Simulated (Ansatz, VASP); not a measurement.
## Two plane-wave programs on Ba4HfTi3O12 (a cell with a defect)

```
Ba Hf Ti O
1.0
    -4.00600    4.00600    4.00600
     4.00600   -4.00600    4.00600
     4.00600    4.00600   -4.00600
Ba Hf Ti O
4 1 3 12
Direct
  0.50000 0.50000 0.50000
  0.00000 0.00000 0.50000
  0.00000 0.50000 0.00000
  0.50000 0.00000 0.00000
  0.00000 0.00000 0.00000
  0.50000 0.50000 0.00000
  0.50000 0.00000 0.50000
  0.00000 0.50000 0.50000
  0.00000 0.25735 0.25735
  0.50000 0.75000 0.25000
  0.50000 0.25000 0.75000
  0.00000 0.74265 0.74265
  0.25735 0.00000 0.25735
  0.75000 0.50000 0.25000
  0.74265 0.00000 0.74265
  0.25000 0.50000 0.75000
  0.25735 0.25735 0.00000
  0.74265 0.74265 0.00000
  0.75000 0.25000 0.50000
  0.25000 0.75000 0.50000
```

Alike in both runs: functional PBE; k mesh 3 × 3 × 3; occupations fermi-dirac, width 0.01 eV; no spin polarisation.

Ansatz relaxed the structure, and its values are those at the end. VASP's run is a single point on that final structure, the one shown.

|  | VASP | Ansatz |
| --- | --- | --- |
| version | VASP 6.6.1 | Ansatz 0.2.0 |
| potentials or method | VASP PAW PBE potentials, release 64 (Ba_sv, Hf_pv, Ti_sv, O) | plane-wave PAW, scalar-relativistic |
| plane-wave cutoff (eV) | 520 | 420 |
| valence electrons in the cell | 158 | 174 |

Ansatz gave:

| Property | Result |
| --- | --- |
| gap on the k mesh at the Fermi level (eV) | 2.17 |
| pressure (GPa) | 8.0 |
| rms of the force components (eV/Å) | 0.001 |

Task: What did VASP give for the same quantities?

Result: gap on the k mesh at the Fermi level (eV): 2.10; pressure (GPa): 9.3; rms of the force components (eV/Å): 0.058.

The functional is the same, so the differences come from potentials, cutoffs and numerics. The two sets of potentials don't hold the same shells in valence. Ansatz warned: «gradients_without_spin_orbit».

Caveats: spin-orbit coupling is left out, which moves the levels of the heavy elements.
